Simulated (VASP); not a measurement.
The system is Cl3In, in a box.

```
Cl In
1.0
    11.00000    0.00000    0.00000
     0.00000   13.00000    0.00000
     0.00000    0.00000   13.00000
Cl In
3 1
Direct
  0.47165 0.56353 0.64980
  0.58245 0.37071 0.43219
  0.41991 0.63252 0.35543
  0.49140 0.52228 0.47912
```

Program: VASP 6.6.1. Alike in all runs: potentials or basis VASP PAW PBE potentials, release 64 (Cl, In_d); no spin polarisation; cell as given; k mesh 1 × 1 × 1; cutoff (eV) 520; smearing gaussian 0.01 eV.

**Question.** Order these runs on this cell by their band gap on the k mesh, lowest first.
A. level PBE+TS; further INCAR settings ALGO = Normal; EDIFF = 1e-07
B. level SCAN; further INCAR settings ALGO = Normal; EDIFF = 1e-06
C. level vdW-DF2; further INCAR settings ALGO = Normal; EDIFF = 1e-07

**Answer.** C (4.05 eV), A (4.27 eV), B (4.79 eV).

Caveats: spin-orbit coupling is left out, which moves the levels of the heavy elements.

A k mesh can miss the band edges.

Not every run made on this cell is shown here.
